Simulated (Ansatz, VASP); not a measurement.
## Cu3Pt in VASP and in Ansatz

Contents of INCAR:

```
PREC = Accurate
ENCUT = 520
EDIFF = 1E-6
ISMEAR = -1
SIGMA = 0.05
LREAL = False
LASPH = True
NELM = 60
ALGO = Normal
ISIF = 2
LWAVE = False
LCHARG = False
GGA = CA
NBANDS = 30
```

KPOINTS

```
regular mesh
0
Gamma
  9 9 9
```

Contents of POSCAR:

```
Cu3Pt
1.0
    3.7827635712      0.0000000000      0.0000000000
    0.0000000000      3.7827635712      0.0000000000
    0.0000000000      0.0000000000      3.7827635712
Cu Pt
3 1
Direct
    0.0000000000      0.5000000000      0.5000000000
    0.5000000000      0.0000000000      0.5000000000
    0.5000000000      0.5000000000      0.0000000000
    0.0000000000      0.0000000000      0.0000000000
```

Input for Ansatz:

```yaml
crystal:
  lattice:
    - [3.7827635712, 0.0, 0.0]
    - [0.0, 3.7827635712, 0.0]
    - [0.0, 0.0, 3.7827635712]
  atoms:
    - { symbol: Cu, position: [0.0, 0.5, 0.5] }
    - { symbol: Cu, position: [0.5, 0.0, 0.5] }
    - { symbol: Cu, position: [0.5, 0.5, 0.0] }
    - { symbol: Pt, position: [0.0, 0.0, 0.0] }
kpoints:
  mp_grid: { grid: [9, 9, 9] }
  band_path:
    path:
      - [0.0, 0.0, 0.0]
      - [0.0, 0.5, 0.0]
      - [0.5, 0.5, 0.0]
      - [0.0, 0.0, 0.0]
      - [0.5, 0.5, 0.5]
      - [0.0, 0.5, 0.0]
      - [0.5, 0.5, 0.5]
      - [0.5, 0.5, 0.0]
    npoints: 5
scf:
  occupations: { method: fermi_dirac, width: 0.05 }
hamiltonian:
  xc: lda
  pseudopotentials: { kind: all_electron, lapw: { basis_error: 0.001 } }
output:
  forces: true
  stress: true
  eigenvalues: true
```

Change from the starting cell: volume scaled by 1.06.

Alike in both runs: task single point; functional LDA; k mesh 9 × 9 × 9; occupations fermi-dirac, width 0.05 eV; no spin polarisation.

|  | VASP | Ansatz |
| --- | --- | --- |
| version | VASP 6.6.1 | Ansatz 0.2.0 |
| potentials or method | VASP PAW LDA potentials, release 64 (Cu, Pt) | all-electron LAPW, scalar-relativistic |
| plane-wave cutoff (eV) | 520 | see its input |

Ansatz gave:

* pressure (GPa): -19.7

What did VASP give for the same quantities?

Pressure (GPa): -19.0.

Ansatz ran all-electron here, so the differences hold the error of VASP's frozen core and of both bases.

Caveats: so large a pressure means that the cell lies far from this level's equilibrium, or that cutoff or potentials fall short (VASP). Spin-orbit coupling is left out, which matters for the levels of Pt.
